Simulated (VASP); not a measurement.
Calculation: PBEsol GGA, VASP's PBE PAW potentials (set 64) (plane waves; VASP 6.6.1).

VASP ran on this input.

### KPOINTS
```
k-points along high-symmetry lines
10
Line-mode
Reciprocal
  0.000000   0.000000   0.000000 ! GAMMA
  0.500000  -0.000000   0.000000 ! M

  0.500000  -0.000000   0.000000 ! M
  0.333333   0.333333   0.000000 ! K

  0.333333   0.333333   0.000000 ! K
  0.000000   0.000000   0.000000 ! GAMMA

  0.000000   0.000000   0.000000 ! GAMMA
  0.000000   0.000000   0.500000 ! A

  0.000000   0.000000   0.500000 ! A
  0.500000  -0.000000   0.500000 ! L

  0.500000  -0.000000   0.500000 ! L
  0.333333   0.333333   0.500000 ! H

  0.333333   0.333333   0.500000 ! H
  0.000000   0.000000   0.500000 ! A

  0.500000  -0.000000   0.500000 ! L
  0.500000  -0.000000   0.000000 ! M

  0.333333   0.333333   0.500000 ! H
  0.333333   0.333333   0.000000 ! K
```

### POSCAR
```
WSe
1
    3.1026894006    -0.0000000000     0.0000000000
   -1.5513447003     2.6870076927    -0.0000000000
   -0.0000000000     0.0000000000     7.6623011698
W Se
2 2
Direct
  0.0000000000   0.0000000000   0.0000000000
  0.0000000000   0.0000000000   0.5000000000
  0.3333330000   0.6666670000   0.2500000000
  0.6666670000   0.3333330000   0.7500000000
```

### INCAR
```
# general
SYSTEM  = WSe
PREC    = Accurate
ENCUT   = 400
LREAL   = F
LASPH   = T
ICHARG  = 11

# electronic loop
EDIFF   = 1E-7
NELM    = 100
ALGO    = Normal
LMAXMIX = 6

# smearing
ISMEAR  = 0
SIGMA   = 0.05

# functional
GGA     = PS

# output
LWAVE   = F
LCHARG  = F
LORBIT  = 11
```

POTCAR, in this order: W_sv Se (PBE.64 set). Program: vasp_std. Read from the step before: CHGCAR.

What VASP printed:

### OSZICAR
```
       N       E                     dE             d eps       ncg     rms          rms(c)
DAV:   1     0.344754091335E+03    0.34475E+03   -0.19161E+04  4520   0.148E+03
DAV:   2    -0.154602881201E+02   -0.36021E+03   -0.35547E+03  4984   0.439E+02
DAV:   3    -0.322277264359E+02   -0.16767E+02   -0.16341E+02  5696   0.854E+01
DAV:   4    -0.325015899454E+02   -0.27386E+00   -0.27253E+00  4808   0.113E+01
DAV:   5    -0.325096391371E+02   -0.80492E-02   -0.80245E-02  5728   0.149E+00
DAV:   6    -0.325097544730E+02   -0.11534E-03   -0.11533E-03  4864   0.210E-01
DAV:   7    -0.325097580291E+02   -0.35561E-05   -0.35578E-05  5760   0.339E-02
DAV:   8    -0.325097581436E+02   -0.11444E-06   -0.11291E-06  4736   0.589E-03
DAV:   9    -0.325097581488E+02   -0.51796E-08   -0.58103E-08  4056   0.111E-03
   1 F= -.32509758E+02 E0= -.32506613E+02  d E =-.629084E-02
```

### OUTCAR
```
 val. band max:       10.4137489936   @ k =   0.1481   0.1481   0.0000

 cond. band min:      10.4296192789   @ k =   0.0000   0.0000   0.1667



 k-point     1 :       0.0000    0.0000    0.0000
  band No.  band energies     occupation
      1     -63.9954      2.00000
      2     -63.9948      2.00000
      3     -28.3887      2.00000
      4     -28.3374      2.00000
      5     -28.0085      2.00000
      6     -28.0085      2.00000
      7     -28.0059      2.00000
      8     -28.0059      2.00000
      9      -6.8358      2.00000
     10      -5.6760      2.00000
     11       0.5910      2.00000
     12       5.2808      2.00000
     13       5.2934      2.00000
     14       7.3238      2.00000
     15       7.3238      2.00000
     16       8.6709      2.00000
     17       9.0127      2.00000
     18       9.0127      2.00000
     19       9.9432      2.00000
     20       9.9432      2.00000
     21      10.4363      0.61584
     22      10.4363      0.61577
     23      11.0616      0.00000
     24      11.0616      0.00000

 k-point     2 :       0.0556    0.0000    0.0000
  band No.  band energies     occupation
      1     -63.9947      2.00000
      2     -63.9941      2.00000
      3     -28.3862      2.00000
      4     -28.3354      2.00000
      5     -28.0213      2.00000
      6     -28.0184      2.00000
      7     -28.0115      2.00000
      8     -28.0088      2.00000
      9      -6.7768      2.00000
     10      -5.6440      2.00000
     11       0.6767      2.00000
     12       5.2106      2.00000
     13       5.3658      2.00000
     14       7.1574      2.00000
     15       7.3364      2.00000
     16       8.7170      2.00000
     17       8.9883      2.00000
     18       9.0911      2.00000
     19       9.3658      2.00000
     20       9.5772      2.00000
     21      10.4526      0.33598
     22      10.7809      0.00000
     23      11.0297      0.00000
     24      11.1100      0.00000

...
```

The density is held fixed in this step, so its total energy and stress have no physical meaning. Unless said otherwise, spin-orbit coupling is left out, though it shifts the bands of the heavy elements here.

The structure was generated: WSe was put into the NiAs type type (P6_3/mmc), which need not be its known phase. It was relaxed first, which changed the volume by -42 %.
